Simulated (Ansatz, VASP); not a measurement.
## B2H5 (B2H5 (P2_1/c)) in two plane-wave programs

Aim: how closely do two programs agree when they are given the same cell, functional and k mesh? The structure shown is the start of the Ansatz relaxation below; VASP solves that cell, so the two are compared at the walk's first step.

Program: Ansatz 0.2.0. Level of theory: plane waves, with VASP 6.6.1 beside it; single point at r2SCAN. Results are calculated unless marked as measured.

### Step 1. Starting point

The cell holds 56 atoms: 16 B and 40 H. Cell: a = 5.799 Å, b = 10.088 Å, c = 9.045 Å, α = 90.0°, β = 111.6°, γ = 90.0°.

### Step 2. Ansatz: relaxation, r2SCAN

Ansatz runs on its PAW soft_1 files.

The two programs are compared at the cell with which this relaxation starts, whose forces are those of its first step.

input.yaml reads:

```yaml
crystal:
  lattice:
    - [5.7989682, 0.0, 0.0]
    - [0.0, 10.0881297, 0.0]
    - [-3.3305081, 0.0, 8.4093541]
  atoms:
    - { symbol: B, position: [0.89701289, 0.41349946, 0.72175711] }
    - { symbol: B, position: [0.10298711, 0.91349946, 0.77824289] }
    - { symbol: B, position: [0.10298711, 0.58650054, 0.27824289] }
    - { symbol: B, position: [0.89701289, 0.08650054, 0.22175711] }
    - { symbol: B, position: [0.05806013, 0.29726159, 0.88285624] }
    - { symbol: B, position: [0.94193987, 0.79726159, 0.61714376] }
    - { symbol: B, position: [0.94193987, 0.70273841, 0.11714376] }
    - { symbol: B, position: [0.05806013, 0.20273841, 0.38285624] }
    - { symbol: B, position: [0.74916426, 0.26871435, 0.73060599] }
    - { symbol: B, position: [0.25083574, 0.76871435, 0.76939401] }
    - { symbol: B, position: [0.25083574, 0.73128565, 0.26939401] }
    - { symbol: B, position: [0.74916426, 0.23128565, 0.23060599] }
    - { symbol: B, position: [0.60240763, 0.4249078, 0.75361909] }
    - { symbol: B, position: [0.39759237, 0.9249078, 0.74638091] }
    - { symbol: B, position: [0.39759237, 0.5750922, 0.24638091] }
    - { symbol: B, position: [0.60240763, 0.0750922, 0.25361909] }
    - { symbol: H, position: [0.93243642, 0.43245763, 0.60269425] }
    - { symbol: H, position: [0.06756358, 0.93245763, 0.89730575] }
    - { symbol: H, position: [0.06756358, 0.56754237, 0.39730575] }
    - { symbol: H, position: [0.93243642, 0.06754237, 0.10269425] }
    - { symbol: H, position: [0.09363897, 0.42877407, 0.84217189] }
    - { symbol: H, position: [0.90636103, 0.92877407, 0.65782811] }
    - { symbol: H, position: [0.90636103, 0.57122593, 0.15782811] }
    - { symbol: H, position: [0.09363897, 0.07122593, 0.34217189] }
    - { symbol: H, position: [0.22222145, 0.23598007, 0.86601281] }
    - { symbol: H, position: [0.77777855, 0.73598007, 0.63398719] }
    - { symbol: H, position: [0.77777855, 0.76401993, 0.13398719] }
    - { symbol: H, position: [0.22222145, 0.26401993, 0.36601281] }
    - { symbol: H, position: [0.07344901, 0.32350564, 0.01508709] }
    - { symbol: H, position: [0.92655099, 0.82350564, 0.48491291] }
    - { symbol: H, position: [0.92655099, 0.67649436, 0.98491291] }
    - { symbol: H, position: [0.07344901, 0.17649436, 0.51508709] }
    - { symbol: H, position: [0.86422414, 0.20459656, 0.85614467] }
    - { symbol: H, position: [0.13577586, 0.70459656, 0.64385533] }
    - { symbol: H, position: [0.13577586, 0.79540344, 0.14385533] }
    - { symbol: H, position: [0.86422414, 0.29540344, 0.35614467] }
    - { symbol: H, position: [0.69559955, 0.20026604, 0.61659488] }
    - { symbol: H, position: [0.30440045, 0.70026604, 0.88340512] }
    - { symbol: H, position: [0.30440045, 0.79973396, 0.38340512] }
    - { symbol: H, position: [0.69559955, 0.29973396, 0.11659488] }
    - { symbol: H, position: [0.56536643, 0.28828415, 0.77087681] }
    - { symbol: H, position: [0.43463357, 0.78828415, 0.72912319] }
    - { symbol: H, position: [0.43463357, 0.71171585, 0.22912319] }
    - { symbol: H, position: [0.56536643, 0.21171585, 0.27087681] }
    - { symbol: H, position: [0.42869421, 0.45827155, 0.64052137] }
    - { symbol: H, position: [0.57130579, 0.95827155, 0.85947863] }
    - { symbol: H, position: [0.57130579, 0.54172845, 0.35947863] }
    - { symbol: H, position: [0.42869421, 0.04172845, 0.14052137] }
    - { symbol: H, position: [0.60814216, 0.45415426, 0.88314474] }
    - { symbol: H, position: [0.39185784, 0.95415426, 0.61685526] }
    - { symbol: H, position: [0.39185784, 0.54584574, 0.11685526] }
    - { symbol: H, position: [0.60814216, 0.04584574, 0.38314474] }
    - { symbol: H, position: [0.79435716, 0.51222323, 0.75748103] }
    - { symbol: H, position: [0.20564284, 0.01222323, 0.74251897] }
    - { symbol: H, position: [0.20564284, 0.48777677, 0.24251897] }
    - { symbol: H, position: [0.79435716, 0.98777677, 0.25748103] }
basis:
  ecutwfc: 500
  xc_grid: 2
hamiltonian:
  xc: r2scan
  pseudopotentials: { kind: paw, azcp: { folder: soft_1 } }
kpoints:
  mp_grid: { grid: [5, 3, 3] }
scf:
  occupations: { method: fermi_dirac, width: 0.01 }
  max_iter: 150
output:
  forces: true
  stress: true
relax:
  f_tol: 0.01
  max_steps: 60
  cell: {}
checkpoint:
  write: "../r2scan.run"
  compress: false
  write_wavefunctions: false
  write_every: 100000
```

Launch:

```
$ ansatz run input.yaml --threads 4 --pin off --max-ram 6594MiB --backend cpu --events-out ev --progress --plain --runs-dir out
```

Numbers of over 12 decimals in the logs are rounded to 6 here.

What it wrote:

```text
Engine: ansatz 0.2.0, aarch64-unknown-linux-gnu
Pseudopotentials: kind: paw
Pseudopotential: B, paw, valence charge 3, recommended cutoff 500 eV (meta_gga), soft_1/B.paw.azcp
Pseudopotential: H, paw, valence charge 1, recommended cutoff 500 eV (meta_gga), soft_1/H.paw.azcp
Functional definition: r2SCAN
  parameter k0 = 0.174
  parameter k1 = 0.065
  parameter a1 = 4.9479
  exchange = r2scan_x(k0 = k0, k1 = k1, a1 = a1)
  correlation = r2scan_c
Crystal: 56 atoms, lattice volume = 491.953 Å³
Basis set: ecut = 500 eV, 12513 PW (Γ), exchange–correlation on 90×150×144 points (8 copies of the dense FFT grid, shifted against one another)
Bands: 100, of which v1, the nominal top of the filled ones, is band 44 counted from 1 (43 counted from 0)
Symmetry: 4 space group operations
Space group: P21/c (ITA 14), of the structure as read, at distance tolerance 7.9e-5 Å
k-points: 16 of 45
Non-local potential: B, projectors of the file, l = 0: 2, l = 1: 2, l = 2: 1
Non-local potential: H, projectors of the file, l = 0: 2, l = 1: 1
PAW form: soft (Blöchl's): semilocal exchange-correlation on the pseudo side does not see the compensation charge
PAW frozen core: B, regenerated for the run's functional (the file was generated under x = pbe(κ = 0.804, μ = 0.219515), c = pbe(β = 0.066725))
PAW one-centre angular grid: B, 302 points (default); XC on 223 of its mesh's 2233 points in the sphere
PAW one-centre angular grid: H, 302 points (default); XC on 160 Gauss nodes
Initial density: superposition of atomic densities (chi_scale 0.1, normalization cell, long waves kept (reshape's long-wave potential 0.03 eV rms))
Initial wavefunctions: pseudopotential atomic-orbital guess
Functional: x = r2scan, c = r2scan; τ floored in thin density (d = 2e-4 eV/Å³)
SCF iter   1: F=—  HF=-3161.403960 eV  |F-HF|=—  |Δ(HF+E_count)|=         —  Δρ=9.26e-2  dr2=5.09e1  dr2_τ=4.00e0  ethr=3.10e-3  ⟨swp⟩=6.0  Hψ=7881  notcnv=0  defer=219
preconditioner: auto → Resta (q_TF=auto, 2.048 Å⁻¹)  ε∞=2.0  [insulator: Δε(μ)=7.354 eV  Ē_g=15.498 eV  σ=0.010 eV  W_gap=1.00  n_scr=70 (ndim 8)  ℏωp=15.7 eV  f_vac=0.000  D(μ)=0.00/eV (n_scr^D=0)  ε∞_Penn≈2.0]
SCF iter   2: F=—  HF=-3147.521282 eV  |F-HF|=—  |Δ(HF+E_count)|=    1.39e1  Δρ=4.62e-2  dr2=9.77e0  dr2_τ=2.19e-1  ethr=3.10e-3  ⟨swp⟩=3.0  Hψ=2802  notcnv=0  defer=767
SCF iter   3: F=—  HF=-3145.871165 eV  |F-HF|=—  |Δ(HF+E_count)|=    1.65e0  Δρ=5.90e-3  dr2=1.84e-1  dr2_τ=1.60e-2  ethr=3.10e-3  ⟨swp⟩=3.1  Hψ=1732  notcnv=0  defer=15
automatic band count: iteration 3 solves 53 bands in place of 100: the levels show a gap, and the empty bands left out lie too high to hold charge; the band table lists the bands solved (type scf.n_extra_bands for more)
SCF iter   4: F=—  HF=-3145.936720 eV  |F-HF|=—  |Δ(HF+E_count)|=   6.56e-2  Δρ=1.54e-3  dr2=9.01e-3  dr2_τ=6.94e-4  ethr=2.09e-4  ⟨swp⟩=3.5  Hψ=1676  notcnv=0  defer=15
SCF iter   5: F=—  HF=-3145.947780 eV  |F-HF|=—  |Δ(HF+E_count)|=   1.11e-2  Δρ=3.33e-4  dr2=6.32e-4  dr2_τ=7.62e-5  ethr=1.02e-5  ⟨swp⟩=3.8  Hψ=1745  notcnv=0  defer=15
SCF iter   6: F=—  HF=-3145.948091 eV  |F-HF|=—  |Δ(HF+E_count)|=   3.11e-4  Δρ=6.74e-5  dr2=1.51e-5  dr2_τ=8.16e-7  ethr=7.18e-7  ⟨swp⟩=2.0  Hψ=1638  notcnv=0  defer=15
SCF iter   7: F=—  HF=-3145.948035 eV  |F-HF|=—  |Δ(HF+E_count)|=   5.52e-5  Δρ=1.01e-5  dr2=4.98e-7  dr2_τ=2.49e-8  ethr=1.72e-8  ⟨swp⟩=2.0  Hψ=1520  notcnv=0  defer=15
SCF iter   8: F=-3145.948036 eV  HF=-3145.948035 eV  |F-HF|=2.22e-8  |Δ(HF+E_count)|=   1.52e-7  Δρ=1.65e-6  dr2=1.84e-8  dr2_τ=7.66e-10  ethr=1.14e-10  ⟨swp⟩=5.0  Hψ=3532  notcnv=0
SCF 1 converged in 8 iterations: F = -3145.948036 eV  dr2 = 1.84e-8
  greatest PAW one-centre occupation: 0.550 electrons in one spin orbital (limit 2), on the B atom at site 3 (counted from 0), in its partial waves of l = 0
relax step   1: F+E_penalty+E_count = -3145.94803552 eV  Δ(F+E_penalty+E_count) = +0.000e0 eV  max|allowed force component| = 3.600e-2 eV/Å  Δτ_max = 0.0000 Å  P = -0.096 GPa  Ω = 491.953 Å³  (8 SCF iters, dr2 threshold 1.00e-7 eV, accepted)
Crystal: 56 atoms, lattice volume = 499.347 Å³
Basis set: ecut = 500 eV, 12699 PW (Γ), exchange–correlation on 90×150×144 points (8 copies of the dense FFT grid, shifted against one another)
Initial density: handed on by an earlier stage of this run
Initial wavefunctions: those handed on with the density
iter 1 solved again at ethr=5.34e-5 eV; its pass at ethr=3.10e-3 eV (dr2=4.70e-2 eV) is discarded
SCF iter   1: F=—  HF=-3145.935874 eV  |F-HF|=—  |Δ(HF+E_count)|=         —  Δρ=4.22e-3  dr2=5.05e-2  dr2_τ=1.24e-2  ethr=5.34e-5  ⟨swp⟩=2.9  Hψ=4140  notcnv=0
automatic band count: iteration 1 solves 51 bands in place of 100: the levels show a gap, and the empty bands left out lie too high to hold charge; the band table lists the bands solved (type scf.n_extra_bands for more)
[...]
E_nonlocal   = 150.549993
  E_hartree    = 862.556937
  E_xc         = -868.172892
  E_vxc        = -1170.729333  (∫ρ·V_xc dr)
  E_paw        = -1301.692707  (= ΣΔE_a)
  E_vpaw       = -78.956989  (= ΣTr[D̂ρ^β])
  E_aug_tail   = -0.003137  (compensation charges beyond the density's cutoff)
  E_vtau       = 60.979645  (kinetic-family band-sum trace: ∫τ·v_τ [+ j·A + Jᵃ·Aᵃ] dr)
  E_ewald      = -697.918271
  E_core_change = -0.295076  (= ΣΔE_core)
  E_smearing   = -0.000000  (= −TS)
  E_closure    = -0.000000  (closes the sum)
  Σ components = -3145.956681   (vs F -3145.956681, Δ=0.00e0)
--- Forces (eV/Å), atoms counted from 1 ---
  atom   1  B     -0.00439029    -0.00525090     0.00404577
  atom   2  B      0.00439029    -0.00525090    -0.00404577
  atom   3  B      0.00439029     0.00525090    -0.00404577
  atom   4  B     -0.00439029     0.00525090     0.00404577
  atom   5  B     -0.00427969    -0.00522463     0.00042289
  atom   6  B      0.00427969    -0.00522463    -0.00042289
  atom   7  B      0.00427969     0.00522463    -0.00042289
  atom   8  B     -0.00427969     0.00522463     0.00042289
  atom   9  B     -0.00111288    -0.00240286    -0.00271120
  atom  10  B      0.00111288    -0.00240286     0.00271120
  atom  11  B      0.00111288     0.00240286     0.00271120
  atom  12  B     -0.00111288     0.00240286    -0.00271120
  atom  13  B     -0.00164851    -0.00286567     0.00174461
  atom  14  B      0.00164851    -0.00286567    -0.00174461
  atom  15  B      0.00164851     0.00286567    -0.00174461
  atom  16  B     -0.00164851     0.00286567     0.00174461
  atom  17  H      0.00110161     0.00093424     0.00059142
  atom  18  H     -0.00110161     0.00093424    -0.00059142
  atom  19  H     -0.00110161    -0.00093424    -0.00059142
  atom  20  H      0.00110161    -0.00093424     0.00059142
  atom  21  H      0.00244092    -0.00066986     0.00436937
  atom  22  H     -0.00244092    -0.00066986    -0.00436937
  atom  23  H     -0.00244092     0.00066986    -0.00436937
  atom  24  H      0.00244092     0.00066986     0.00436937
[...]
atom  49  H      0.00428380     0.00605339     0.00085172
  atom  50  H     -0.00428380     0.00605339    -0.00085172
  atom  51  H     -0.00428380    -0.00605339    -0.00085172
  atom  52  H      0.00428380    -0.00605339     0.00085172
  atom  53  H     -0.00316847     0.00202976     0.00053957
  atom  54  H      0.00316847     0.00202976    -0.00053957
  atom  55  H      0.00316847    -0.00202976    -0.00053957
  atom  56  H     -0.00316847    -0.00202976     0.00053957
  max |Σ_I F_I| component: 1.73e-18 eV/Å
--- Stress (GPa, compression-positive) ---
       -0.006785       0.000000       0.010768
        0.000000       0.016777      -0.000000
        0.010768      -0.000000       0.000126
  P = ⅓ Tr σ = 0.0034 GPa (0.034 kbar)
--- Relaxed structure (5 steps of the walk, 5 accepted, 1 SCFs on fresh bases) ---
  F+E_penalty+E_count = -3145.95668133 eV   max|allowed force component| = 9.079e-3 eV/Å   (the final SCF, on the basis selected at the relaxed cell)
  cell:  # Å, volume = 504.0158 Å³
    - [5.835044, 0, -0.015530]
    - [0, 10.197123, 0]
    - [-3.373749, 0, 8.479740]
  atoms:
    - { symbol: B, position: [0.901389, 0.412959, 0.726032] }
    - { symbol: B, position: [0.098611, 0.912959, 0.773968] }
    - { symbol: B, position: [0.098611, 0.587041, 0.273968] }
    - { symbol: B, position: [0.901389, 0.087041, 0.226032] }
    - { symbol: B, position: [0.061659, 0.297552, 0.885395] }
    - { symbol: B, position: [0.938341, 0.797552, 0.614605] }
    - { symbol: B, position: [0.938341, 0.702448, 0.114605] }
    - { symbol: B, position: [0.061659, 0.202448, 0.385395] }
    - { symbol: B, position: [0.753610, 0.269985, 0.734675] }
    - { symbol: B, position: [0.246390, 0.769985, 0.765325] }
    - { symbol: B, position: [0.246390, 0.730015, 0.265325] }
    - { symbol: B, position: [0.753610, 0.230015, 0.234675] }
    - { symbol: B, position: [0.607070, 0.424785, 0.754827] }
    - { symbol: B, position: [0.392930, 0.924785, 0.745173] }
    - { symbol: B, position: [0.392930, 0.575215, 0.245173] }
    - { symbol: B, position: [0.607070, 0.075215, 0.254827] }
    - { symbol: H, position: [0.937070, 0.431593, 0.608349] }
    - { symbol: H, position: [0.062930, 0.931593, 0.891651] }
    - { symbol: H, position: [0.062930, 0.568407, 0.391651] }
    - { symbol: H, position: [0.937070, 0.068407, 0.108349] }
    - { symbol: H, position: [0.096463, 0.427853, 0.846272] }
    - { symbol: H, position: [0.903537, 0.927853, 0.653728] }
    - { symbol: H, position: [0.903537, 0.572147, 0.153728] }
    - { symbol: H, position: [0.096463, 0.072147, 0.346272] }
    - { symbol: H, position: [0.222926, 0.236531, 0.867211] }
    - { symbol: H, position: [0.777074, 0.736531, 0.632789] }
    - { symbol: H, position: [0.777074, 0.763469, 0.132789] }
    - { symbol: H, position: [0.222926, 0.263469, 0.367211] }
    - { symbol: H, position: [0.080621, 0.322619, 0.017291] }
    - { symbol: H, position: [0.919379, 0.822619, 0.482709] }
    - { symbol: H, position: [0.919379, 0.677381, 0.982709] }
    - { symbol: H, position: [0.080621, 0.177381, 0.517291] }
    - { symbol: H, position: [0.867627, 0.207272, 0.860045] }
    - { symbol: H, position: [0.132373, 0.707272, 0.639955] }
    - { symbol: H, position: [0.132373, 0.792728, 0.139955] }
    - { symbol: H, position: [0.867627, 0.292728, 0.360045] }
    - { symbol: H, position: [0.700209, 0.201675, 0.622128] }
    - { symbol: H, position: [0.299791, 0.701675, 0.877872] }
    - { symbol: H, position: [0.299791, 0.798325, 0.377872] }
    - { symbol: H, position: [0.700209, 0.298325, 0.122128] }
[...]
- { symbol: H, position: [0.608281, 0.454901, 0.881742] }
    - { symbol: H, position: [0.391719, 0.954901, 0.618258] }
    - { symbol: H, position: [0.391719, 0.545099, 0.118258] }
    - { symbol: H, position: [0.608281, 0.045099, 0.381742] }
    - { symbol: H, position: [0.799768, 0.510551, 0.761552] }
    - { symbol: H, position: [0.200232, 0.010551, 0.738448] }
    - { symbol: H, position: [0.200232, 0.489449, 0.238448] }
    - { symbol: H, position: [0.799768, 0.989449, 0.261552] }
```

[end of part 1 of 2]

[Lines on the potential files, build, host, timing and source positions are cut from VASP's logs without a mark.]

[Logs are printed without paths, hosts, clocks, repeated set-up lines and the standing remarks that a program may print on its own settings, such as how far it seeks lower states.]

[Hosts, paths, dates, database ids (printed as entryN), source tags and the programs' standing remarks are cut or masked in the printed files.]
